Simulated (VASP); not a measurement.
Computed with AM05 GGA, VASP's PBE PAW potentials (set 64) (plane waves; VASP 6.6.1).

The input files of a VASP run:

POSCAR:
```
MnS
6.1630720
  0.8171208602   0.4076232860   0.4076232860
  0.4076232860   0.8171208602   0.4076232860
  0.4076232860   0.4076232860   0.8171208602
Mn S
2 2
Cart
  0.0000000000   0.0000000000   0.0000000000
  0.8161837161   0.8161837161   0.8161837161
  0.4080918580   0.4080918580   0.4080918580
  1.2242755741   1.2242755741   1.2242755741
```

**KPOINTS**
```
k-points along high-symmetry lines
12
Line-mode
Reciprocal
  0.000000   0.000000   0.000000 ! GAMMA
  0.500000   0.500000   0.500000 ! T

  0.500000   0.500000   0.500000 ! T
  0.812500   0.187500   0.500000 ! H_2

  0.500000  -0.187500   0.187500 ! H_0
  0.500000  -0.000000  -0.000000 ! L

  0.500000  -0.000000  -0.000000 ! L
  0.000000   0.000000   0.000000 ! GAMMA

  0.000000   0.000000   0.000000 ! GAMMA
  0.343750  -0.343750   0.000000 ! S_0

  0.656250  -0.000000   0.343750 ! S_2
  0.500000   0.000000   0.500000 ! F

  0.500000   0.000000   0.500000 ! F
  0.000000   0.000000   0.000000 ! GAMMA
```

INCAR:
```
SYSTEM = MnS
PREC = Accurate
ENCUT = 520
EDIFF = 1E-7
NELM = 100
ALGO = Normal
LREAL = .FALSE.
LASPH = .TRUE.
ISMEAR = 0
SIGMA = 0.05
GGA = AM
LMAXMIX = 4
ISPIN = 2
MAGMOM = 4.0 -4.0 0.0 0.0
LORBIT = 11
LWAVE = .FALSE.
LCHARG = .FALSE.
ICHARG = 11
```

POTCAR, in this order: Mn_pv S (PBE.64 set). Program: vasp_std. Read from the step before: CHGCAR.

The run wrote:

**OSZICAR**
```
       N       E                     dE             d eps       ncg     rms          rms(c)
DAV:   1     0.368503570170E+03    0.36850E+03   -0.22102E+04  8152   0.184E+03
DAV:   2     0.136129442933E+01   -0.36714E+03   -0.36238E+03  7938   0.487E+02
DAV:   3    -0.264496021288E+02   -0.27811E+02   -0.27150E+02 10414   0.125E+02
DAV:   4    -0.273358451521E+02   -0.88624E+00   -0.83926E+00  8320   0.210E+01
DAV:   5    -0.273617131906E+02   -0.25868E-01   -0.25864E-01  9703   0.370E+00
DAV:   6    -0.273623281955E+02   -0.61500E-03   -0.61498E-03  8907   0.599E-01
DAV:   7    -0.273623526731E+02   -0.24478E-04   -0.24477E-04 10730   0.123E-01
DAV:   8    -0.273623534349E+02   -0.76175E-06   -0.76135E-06  9171   0.185E-02
DAV:   9    -0.273623534708E+02   -0.35897E-07   -0.36138E-07  8098   0.369E-03
   1 F= -.27362353E+02 E0= -.27362353E+02  d E =-.990696E-07  mag=    -0.0000
```

OUTCAR:
```



 magnetization (x)

# of ion       s       p       d       tot
------------------------------------------
    1        0.014   0.011   3.974   3.999
    2       -0.014  -0.011  -3.974  -3.999
    3        0.000   0.000   0.000   0.000
    4        0.000   0.000   0.000   0.000
--------------------------------------------------
tot          0.000   0.000   0.000   0.000
```
(Selected blocks of OUTCAR.)

### OUTCAR
```
 val. band max:        7.4932343825   @ k =   0.5000   0.5000   0.5000

 cond. band min:       7.8082231662   @ k =   0.5000   0.0000   0.0000



 spin component 1

 k-point     1 :       0.0000    0.0000    0.0000
  band No.  band energies     occupation
      1     -42.5365      1.00000
      2     -42.5365      1.00000
      3     -42.5255      1.00000
      4     -38.2641      1.00000
      5     -38.2641      1.00000
      6     -38.2299      1.00000
      7      -7.3574      1.00000
      8      -5.7277      1.00000
      9       0.3163      1.00000
     10       2.9781      1.00000
     11       2.9781      1.00000
     12       4.6401      1.00000
     13       4.6401      1.00000
     14       4.8474      1.00000
     15       5.8766      1.00000
     16       5.8766      1.00000
     17       5.9144      1.00000
     18       6.0127      1.00000
     19       6.0127      1.00000
     20       8.3591      0.00000
     21       8.3591      0.00000
     22       8.5098      0.00000
     23      10.2913      0.00000

 k-point     2 :       0.0455    0.0455    0.0455
  band No.  band energies     occupation
      1     -42.5365      1.00000
      2     -42.5365      1.00000
      3     -42.5255      1.00000
      4     -38.2641      1.00000
      5     -38.2641      1.00000
      6     -38.2299      1.00000
      7      -7.3513      1.00000
      8      -5.7398      1.00000
      9       0.3392      1.00000
     10       2.9821      1.00000
     11       2.9821      1.00000
     12       4.6406      1.00000
     13       4.6406      1.00000
     14       4.8344      1.00000
     15       5.7486      1.00000
     16       5.7486      1.00000
     17       5.8820      1.00000
     18       6.1436      1.00000
     19       6.1436      1.00000
     20       8.3571      0.00000
     21       8.3571      0.00000
     22       8.5078      0.00000
     23      10.2778      0.00000

...
```

The density is held fixed in this step, so its total energy and stress have no physical meaning.

The compound is MnS in the rock salt, AFM-II order structure. It was relaxed first, which changed the volume by -10 %.
